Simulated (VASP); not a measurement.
Crystal: TiO2 (Anatase).

```
Ti O
1.0
    -1.89210    1.89210    4.75730
     1.89210   -1.89210    4.75730
     1.89210    1.89210   -4.75730
Ti O
2 4
Cartesian
  0.0000 1.8921 2.3786
  0.0000 0.0000 0.0000
  0.0000 0.0000 7.5346
  0.0000 1.8921 0.3987
  0.0000 1.8921 4.3586
  0.0000 0.0000 1.9800
```

Base run:

```yaml
Program: VASP 6.6.1
Functional: r2SCAN
Potentials_or_basis: VASP PAW PBE potentials, release 64 (Ti_sv, O)
Cutoff: 520 eV
k_mesh: 8 × 8 × 10
Occupations: gaussian, width 0.02 eV
Spin: no spin polarisation
```

Its results: band gap on the k mesh 2.54 eV, indirect (least direct gap 2.96 eV).

Problem. The run is repeated on the same cell with these changes: functional from r2SCAN to TB-mBJ. What comes out?

Solution. Band gap on the k mesh 3.14 eV, indirect (least direct gap 3.54 eV).
